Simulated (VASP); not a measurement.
# BaFeO2 (Pmmn) in VASP: relaxation of cell and atoms with PBE

Aim: the relaxation of cell and atoms of BaFeO2 with PBE.

Everything below comes from runs of VASP 6.6.1. Logs are shortened: lines on timing, memory, paths and dates and some standing lists are left out, and cuts for length are marked.

## Step 1: The structure

The structure is orthorhombic, space group Pmmn (No. 59). Conventional cell: a = 3.771 Å, b = 4.243 Å, c = 8.357 Å, α = 90.00°, β = 90.00°, γ = 90.00°. Ba (site symmetry mm2) is surrounded by 7 O at 2.76 to 2.92 Å. Around Fe (site symmetry mm2) lie 5 O at 2.14 to 2.25 Å. O (site symmetry mm2) has 4 Fe at 2.14 to 2.25 Å as nearest neighbours. O (site symmetry mm2) has 1 Fe at 2.15 Å as nearest neighbours.

The cell was built by a generator and needn't be a form met in nature.

## Step 2: Relaxation of cell and atoms, PBE, collinear spin, ferromagnetic start

INCAR

```
SYSTEM = BaFeO2
PREC = Normal
ENCUT = 520
EDIFF = 1E-4
ISMEAR = 0
SIGMA = 0.15
LREAL = .False.
LASPH = .True.
NELM = 60
ALGO = Fast
ISIF = 3
LWAVE = .False.
LCHARG = .False.
ISPIN = 2
MAGMOM = 0 0 3 3 0 0 0 0
LORBIT = 11
LMAXMIX = 4
GGA = PE
IBRION = 2
NSW = 24
EDIFFG = -0.08
KPAR = 2
```

KPOINTS

```
Automatic mesh
0
Gamma
  4 3 2
  0 0 0
```

POSCAR

```
BaFeO2
1.0
    3.7706879500      0.0000000000      0.0000000000
    0.0000000000      4.2431081800      0.0000000000
    0.0000000000      0.0000000000      8.3570922800
Ba Fe O
2 2 4
Direct
    0.0000000000      0.5000000000      0.3224500000
    0.5000000000      0.0000000000      0.6775500000
    0.5000000000      0.0000000000      0.0905999800
    0.0000000000      0.5000000000      0.9094000200
    0.5000000000      0.5000000000      0.0556999900
    0.0000000000      0.0000000000      0.9443000100
    0.5000000000      0.0000000000      0.3472999800
    0.0000000000      0.5000000000      0.6527000200
```

Potentials or basis: VASP PAW PBE potentials, release 64 (Ba_sv, Fe, O).

Run with:

```bash
cat potpaw_PBE.64/Ba_sv/POTCAR potpaw_PBE.64/Fe/POTCAR potpaw_PBE.64/O/POTCAR > POTCAR
mpirun -np 2 vasp_std > vasp.out
```

OUTCAR:

```text
SYSTEM = BaFeO2
   PREC = Normal
   ENCUT = 520
   EDIFF = 1E-4
   ISMEAR = 0
   LREAL = .False.
   LASPH = .True.
   NELM = 60
   ISIF = 3
   ISPIN = 2
   LORBIT = 11
   GGA = PE
   IBRION = 2
   NSW = 24
   EDIFFG = -0.08

 ion  position               nearest neighbor table
   1  0.000  0.500  0.322-   8 2.76   7 2.85   7 2.85   7 2.85   7 2.85   5 2.92   5 2.92   3 3.44
                             3 3.44   3 3.44   3 3.44   4 3.45   2 4.11   2 4.11   2 4.11   2 4.11
   2  0.500  0.000  0.678-   7 2.76   8 2.85   8 2.85   8 2.85   8 2.85   6 2.92   6 2.92   4 3.44
                             4 3.44   4 3.44   4 3.44   3 3.45   1 4.11   1 4.11   1 4.11   1 4.11
   3  0.500  0.000  0.091-   5 2.14   5 2.14   7 2.15   6 2.25   6 2.25   1 3.44   1 3.44   1 3.44
                             1 3.44   2 3.45
   4  0.000  0.500  0.909-   6 2.14   6 2.14   8 2.15   5 2.25   5 2.25   2 3.44   2 3.44   2 3.44
                             2 3.44   1 3.45
   5  0.500  0.500  0.056-   3 2.14   3 2.14   4 2.25   4 2.25   1 2.92   1 2.92
   6  0.000  0.000  0.944-   4 2.14   4 2.14   3 2.25   3 2.25   2 2.92   2 2.92
   7  0.500  0.000  0.347-   3 2.15   2 2.76   1 2.85   1 2.85   1 2.85   1 2.85
   8  0.000  0.500  0.653-   4 2.15   1 2.76   2 2.85   2 2.85   2 2.85   2 2.85

  LATTYP: Found a simple orthorhombic cell.
 ALAT       =     3.7706879500
 B/A-ratio  =     1.1252875434
 C/A-ratio  =     2.2163309165

  Lattice vectors:

 A1 = (   3.7706879500,   0.0000000000,   0.0000000000)
 A2 = (   0.0000000000,   4.2431081800,   0.0000000000)
 A3 = (   0.0000000000,   0.0000000000,   8.3570922800)

Analysis of symmetry for initial positions (statically):
=====================================================================
 Subroutine PRICEL returns:
 Original cell was already a primitive cell.

 Routine SETGRP: Setting up the symmetry group for a
 simple orthorhombic supercell.

 Subroutine GETGRP returns: Found  8 space group operations
 (whereof  4 operations were pure point group operations)
 out of a pool of  8 trial point group operations.

The static configuration has the point symmetry C_2v.
 The point group associated with its full space group is D_2h.

Analysis of symmetry for dynamics (positions and initial velocities):
=====================================================================
 Subroutine PRICEL returns:
 Original cell was already a primitive cell.

 Routine SETGRP: Setting up the symmetry group for a
 simple orthorhombic supercell.

 Subroutine GETGRP returns: Found  8 space group operations
 (whereof  4 operations were pure point group operations)
 out of a pool of  8 trial point group operations.

The dynamic configuration has the point symmetry C_2v.
 The point group associated with its full space group is D_2h.

Analysis of structural, dynamic, and magnetic symmetry:
=====================================================================
 Subroutine PRICEL returns:
 Original cell was already a primitive cell.

 Routine SETGRP: Setting up the symmetry group for a
 simple orthorhombic supercell.

 Subroutine GETGRP returns: Found  8 space group operations
 (whereof  4 operations were pure point group operations)
 out of a pool of  8 trial point group operations.

The overall configuration has the point symmetry C_2v.
 The point group associated with its full space group is D_2h.

 Subroutine INISYM returns: Found  8 space group operations
 (whereof  4 operations are pure point group operations),
 and found     1 'primitive' translations

----------------------------------------------------------------------------------------

                                     Primitive cell

  volume of cell :     133.7088

  direct lattice vectors                    reciprocal lattice vectors
     3.770687950  0.000000000  0.000000000     0.265203595  0.000000000  0.000000000
     0.000000000  4.243108180  0.000000000     0.000000000  0.235676291  0.000000000
     0.000000000  0.000000000  8.357092280     0.000000000  0.000000000  0.119658844

  length of vectors
     3.770687950  4.243108180  8.357092280     0.265203595  0.235676291  0.119658844

  position of ions in fractional coordinates (direct lattice)
     0.000000000  0.500000000  0.322450000
     0.500000000  0.000000000  0.677550000
     0.500000000  0.000000000  0.090599980
[... 48 lines left out ...]
  0.000000  0.333333  0.000000      2.000000
  0.250000  0.333333  0.000000      4.000000
  0.500000  0.333333  0.000000      2.000000
  0.000000  0.000000  0.500000      1.000000
  0.250000  0.000000  0.500000      2.000000
  0.500000  0.000000  0.500000      1.000000
  0.000000  0.333333  0.500000      2.000000
  0.250000  0.333333  0.500000      4.000000
  0.500000  0.333333  0.500000      2.000000
   k-points           NKPTS =     12   k-points in BZ     NKDIM =     12   number of bands    NBANDS=     39
   number of dos      NEDOS =    301   number of ions     NIONS =      8
   total plane-waves  NPLWV =  27648
   dimension x,y,z NGX =    24 NGY =   24 NGZ =   48
   dimension x,y,z NGXF=    48 NGYF=   48 NGZF=   96
   ions per type =               2   2   4
   NGX,Y,Z   is equivalent  to a cutoff of  10.58,  9.40,  9.55 a.u.
   NGXF,Y,Z  is equivalent  to a cutoff of  21.16, 18.81, 19.10 a.u.
 SYSTEM =  BaFeO2
   PREC   = normal    normal or accurate (medium, high low for compatibility)
   ISTART =      0    job   : 0-new  1-cont  2-samecut
   ICHARG =      2    charge: 1-file 2-atom 10-const
   ISPIN  =      2    spin polarized calculation?
   LNONCOLLINEAR =      F non collinear calculations
   LSORBIT =      F    spin-orbit coupling
   LASPH  =      T    aspherical Exc in radial PAW
   ENCUT  =  520.0 eV  38.22 Ry    6.18 a.u.   7.01  7.89 15.54*2*pi/ulx,y,z
   NELM   =     60;   NELMIN=  2; NELMDL= -5     # of ELM steps
   EDIFF  = 0.1E-03   stopping-criterion for ELM
   LREAL  =      F    real-space projection
   EDIFFG = -.8E-01   stopping-criterion for IOM
   NSW    =     24    number of steps for IOM
   IBRION =      2    ionic relax: 0-MD 1-quasi-New 2-CG
   NFREE  =      1    steps in history (QN), initial steepest desc. (CG)
   ISIF   =      3    stress and relaxation
   ISYM   =      2    0-nonsym 1-usesym 2-fastsym
   POTIM  = 0.5000    time-step for ionic-motion
   TEBEG  =    0.0;   TEEND  =   0.0 temperature during run
   PSTRESS=    0.0 pullay stress
   NELECT =      60.0000    total number of electrons
   NUPDOWN=      -1.0000    fix difference up-down
   EMIN   =  10.00;   EMAX   =-10.00  energy-range for DOS
   EFERMI =   0.00;   METHOD = LEGACY
   ISMEAR =     0;   SIGMA  =   0.15  broadening in eV -4-tet -1-fermi 0-gaus
   EFERMI_NEDOS =   21; number of points for ismear=-14 and -15
   IALGO  =     68    algorithm
   IMIX   =      4    mixing-type and parameters
     AMIX     =   0.40;   BMIX     =  1.00
     AMIX_MAG =   1.60;   BMIX_MAG =  1.00
  volume/ion in A,a.u.               =      16.71       112.79
  Fermi-wavevector in a.u.,A,eV,Ry     =   1.253349  2.368486 21.373164  1.570883
  Thomas-Fermi vector in A             =   2.387206
   LORBIT       =     11    0 simple, 1 ext, 2 COOP (PROOUT), +10 PAW based schemes
   GGA     = PE    functional components
   LHFCALC =     F    Hartree Fock is set to
   AEXX    =    0.0000 exact exchange contribution
   IVDW    =     0    specifies the selected vdW correction
   LEPSILON=     F    determine dielectric tensor
   LRPA    =     F    only Hartree local field effects (RPA)
 conjugate gradient relaxation of ions
 spin polarized calculation
 RMM-DIIS sequential band-by-band and
 Gauss-broadening in eV      SIGMA  =   0.15
  energy-cutoff  :      520.00
  volume of cell :      133.71
 maximum number of plane-waves:      3626
   NGX = 15   NGY = 15   NGZ = 31

--------------------------------------- Ionic step        1  -------------------------------------------

 number of electron      60.0000096 magnetization       8.0001047

 Free energy of the ion-electron system (eV)
  ---------------------------------------------------
  ext. energy  EPLUGINS =         0.00000000
  ---------------------------------------------------
  free energy    TOTEN  =       -53.47504824 eV

  energy without entropy =      -53.42009226  energy(sigma->0) =      -53.44757025

------------------------ aborting loop because EDIFF is reached ----------------------------------------

  FORCE on cell =-STRESS in cart. coord.  units (eV):
  Direction    XX          YY          ZZ          XY          YZ          ZX
  --------------------------------------------------------------------------------------
  -------------------------------------------------------------------------------------
  Total       -3.8425927     -5.7130125     -7.0001443      0.0000000      0.0000000      0.0000000
  in kB      -46.0442117    -68.4566848    -83.8798568      0.0000000      0.0000000      0.0000000
  external PRESSURE =     -66.1269177 kB  Pullay stress =       0.0000000 kB
[... 239 lines left out ...]
--------------------------------------- Ionic step        7  -------------------------------------------

 number of electron      60.0000086 magnetization       8.0000011

 Free energy of the ion-electron system (eV)
  ---------------------------------------------------
  ext. energy  EPLUGINS =         0.00000000
  ---------------------------------------------------
  free energy    TOTEN  =       -53.80198790 eV

  energy without entropy =      -53.75692563  energy(sigma->0) =      -53.77945676

 E-fermi :   4.6557     XC(G=0): -10.4603

 val. band max:        4.6499105707   @ k =   0.0000   0.0000   0.0000
 cond. band min:       4.6983737621   @ k =   0.0000   0.0000   0.0000
 fundamental gap:      0.0484631914
 Fermi energy:         4.6556912722

 spin component 1

 k-point     1 :       0.0000    0.0000    0.0000
  band No.  band energies     occupation
      1     -23.4087      1.00000
      2     -23.2628      1.00000
      3     -15.0258      1.00000
      4     -14.1914      1.00000
      5     -13.4868      1.00000
      6     -13.4280      1.00000
[... 493 lines left out ...]
     38       8.0216      0.00000
     39       8.7447      0.00000
 Fermi energy:         4.6556912722

 spin component 2

 k-point     1 :       0.0000    0.0000    0.0000
  band No.  band energies     occupation
      1     -23.4118      1.00000
      2     -23.2671      1.00000
      3     -14.5876      1.00000
      4     -13.7267      1.00000
      5     -13.2593      1.00000
      6     -13.2109      1.00000
[... 528 lines left out ...]
  FREE ENERGIE OF THE ION-ELECTRON SYSTEM (eV)
  ---------------------------------------------------
  free  energy   TOTEN  =       -53.8019878965 eV

  energy  without entropy=      -53.7569256319  energy(sigma->0) =      -53.77945676

 reached required accuracy - stopping structural energy minimisation

 total charge

# of ion       s       p       d       tot
------------------------------------------
    1        2.010   5.618   0.348   7.976
    2        2.010   5.618   0.348   7.976
    3        0.317   0.388   6.076   6.781
    4        0.317   0.388   6.076   6.781
    5        1.555   3.405   0.000   4.960
    6        1.555   3.405   0.000   4.960
    7        1.556   3.393   0.000   4.949
    8        1.556   3.393   0.000   4.949
--------------------------------------------------
tot         10.876  25.609  12.849  49.333

 magnetization (x)

# of ion       s       p       d       tot
------------------------------------------
    1        0.000   0.003  -0.014  -0.011
    2        0.000   0.003  -0.014  -0.011
    3        0.025   0.038   3.451   3.514
    4        0.025   0.038   3.451   3.514
    5        0.020   0.221   0.000   0.241
    6        0.020   0.221   0.000   0.241
    7        0.004   0.112   0.000   0.117
    8        0.004   0.112   0.000   0.117
--------------------------------------------------
tot          0.100   0.748   6.874   7.722
```

It took 3.3 min on 2 MPI ranks of Intel Xeon Platinum 8259CL at 2.50GHz (Skylake/Cascade Lake), shared host; peak memory 0.26 GiB.

What came out:

```yaml
Free_energy: -53.8020 eV
Relaxed_volume: 15.69 Å³/atom
Relaxed_cell: a = 3.716 Å, b = 4.214 Å, c = 8.017 Å, α = 90.00°, β = 90.00°, γ = 90.00°
Space_group_after_relaxing_to_0.05_Å: Pmmn (No. 59)
Energy_gained_by_relaxing: 40.9 meV/atom
Ionic_steps: 7
Pressure_after_relaxing: -0.5 GPa
Largest_force_after_relaxing: 0.051 eV/Å
Band_gap_on_the_k_mesh: none (metal or under the smearing width)
Net_moment: 8.00 μB per cell
Site_moments: Ba -0.01; Fe +3.51; O +0.24, +0.12 μB
Valence_electrons_inside_the_program's_atomic_spheres: Ba 7.98; Fe 6.78; O 4.96, 4.95
```

Forces on the atoms (eV/Å):
```
Ba   0.000  0.000 -0.051
Ba   0.000  0.000  0.051
Fe   0.000  0.000  0.008
Fe   0.000  0.000 -0.008
O    0.000  0.000 -0.020
O    0.000  0.000  0.020
O    0.000  0.000 -0.017
O    0.000  0.000  0.017
```

Step by step:
| step | energy change (eV) | largest force (eV/Å) | pressure (GPa) | volume (Å³) |
| --- | --- | --- | --- | --- |
| 1 | 0.0000 | 0.8812 | -6.61 | 133.71 |
| 2 | -0.2405 | 0.2834 | 3.48 | 120.79 |
| 3 | -0.2659 | 0.4582 | 0.74 | 123.68 |
| 4 | -0.2977 | 0.2525 | 0.39 | 124.16 |
| 5 | -0.3129 | 0.2619 | 0.09 | 124.85 |
| 6 | -0.3252 | 0.1004 | -0.29 | 125.29 |
| 7 | -0.3269 | 0.0514 | -0.49 | 125.55 |

Final structure:
```
CELL_PARAMETERS angstrom
3.71648 0.00000 0.00000
0.00000 4.21354 0.00000
0.00000 0.00000 8.01740
ATOMIC_POSITIONS crystal
Ba 0.00000 0.50000 0.32426
Ba 0.50000 0.00000 0.67574
Fe 0.50000 0.00000 0.08369
Fe 0.00000 0.50000 0.91631
O 0.50000 0.50000 0.04970
O 0.00000 0.00000 0.95030
O 0.50000 0.00000 0.33477
O 0.00000 0.50000 0.66523
```

Caveat: the k mesh is coarse (spacing up to 0.49 Å⁻¹), so the values aren't converged; semilocal functionals often make such compounds metallic where correlation or magnetic order opens a gap, which also shifts bond lengths; only a ferromagnetic start was run, and an antiferromagnetic order may lie lower in energy; the relaxation stopped at a loose force limit of 0.08 eV/Å, so its end isn't a converged minimum. With open d or f shells a metallic result of PBE can be an artefact of self-interaction; +U or a hybrid may open a gap.
